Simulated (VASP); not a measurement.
An input for Quantum ESPRESSO's pw.x (written as the equivalent of a VASP run, and not itself run):

```
&CONTROL
  calculation = 'scf'
  pseudo_dir = './pseudo'
  outdir = './out'
  tprnfor = .true.
  tstress = .true.
/
&SYSTEM
  ibrav = 0
  nat = 3
  ntyp = 2
  ecutwfc = 84
  occupations = 'smearing'
  smearing = 'gaussian'
  degauss = 0.003675
  input_dft = 'pbe'
  nosym = .true.
  noinv = .true.
/
&ELECTRONS
  conv_thr = 7.3e-08
  electron_maxstep = 100
/
ATOMIC_SPECIES
  Hf 178.490 Hf.upf
  O 15.999 O.upf
CELL_PARAMETERS angstrom
     0.0000000    2.5908000    2.5908000
     2.5908000    0.0000000    2.5908000
     2.5908000    2.5908000    0.0000000
ATOMIC_POSITIONS crystal
  Hf   0.0000000  0.0000000  0.0000000
  O    0.2500000  0.2500000  0.2500000
  O    0.7500000  0.7500000  0.7500000
K_POINTS automatic
  7 7 7 0 0 0
```

Question: Write the VASP files for the same calculation (PBE).

Answer: This is not unique; one that fits is 
File POSCAR:
```
HfO2
1
    0.0000000000     2.5908000000     2.5908000000
    2.5908000000     0.0000000000     2.5908000000
    2.5908000000     2.5908000000     0.0000000000
Hf O
1 2
Direct
  0.0000000000   0.0000000000   0.0000000000
  0.2500000000   0.2500000000   0.2500000000
  0.7500000000   0.7500000000   0.7500000000
```

**KPOINTS**
```
Automatic mesh
0
Gamma
7 7 7
0 0 0
```

INCAR:
```
ISMEAR=0   # Gaussian
PREC=Accurate
LWAVE=.FALSE.
GGA=PE
SIGMA=0.05
ISIF=2   # forces and stress, cell fixed
NELM=100   # most electronic steps
LCHARG=.FALSE.
ISYM=-1
LMAXMIX=6   # l cut-off of mixed one-centre charges
EDIFF=1E-6
SYSTEM=HfO2
LASPH=.TRUE.
ALGO=Normal   # blocked Davidson
ENCUT=520
LREAL=.FALSE.   # projection in real space or not
```

POTCAR, in this order: Hf_pv O (PBE.64 set). Program: vasp_std.

What does not carry over: the potentials are each code's own (VASP's PAW set, PseudoDojo norm-conserving files in pw.x), so ENCUT and ecutwfc are chosen apart and not converted; conv_thr bounds pw.x's estimated SCF error, while EDIFF bounds the energy change between steps.

The compound is HfO2 in the fluorite structure, the high-temperature cubic form, which is unstable at 0 K; the monoclinic form is the stable one. The cell was not relaxed at this level. The run is one of a series of settings (ISYM = -1 against the base run), some of them coarse on purpose.
